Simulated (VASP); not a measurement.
Energy against volume of CoSi₂ (fluorite). All values below come from PW91 GGA, VASP's PBE PAW potentials (set 64) (plane waves; VASP). Run with 520 eV cut-off, 10×10×10 Γ-centred mesh, first-order Methfessel-Paxton smearing of 0.10 eV, potentials Co Si.

```json
[
 {"V (Å³/atom)": "12.106", "E (eV/atom)": "-6.37042"},
 {"V (Å³/atom)": "12.493", "E (eV/atom)": "-6.39200"},
 {"V (Å³/atom)": "12.879", "E (eV/atom)": "-6.39846"},
 {"V (Å³/atom)": "13.265", "E (eV/atom)": "-6.39214"}
]
```

Task: Fit these four points and predict the energy of the run at 13.652 Å³/atom.

Result: A cubic in V^(−2/3), the third-order Birch-Murnaghan form, passes through the four points with V0 = 12.87 Å³/atom and B0 = 177 GPa, and gives -6.3749 eV/atom there. The run gave -6.3750 eV/atom, -0.1 meV/atom from the fit; all five points give B0 = 177 GPa.

The compound is CoSi2 in the fluorite structure. It was relaxed first. The run is not spin-polarised, so no magnetic state was tried.
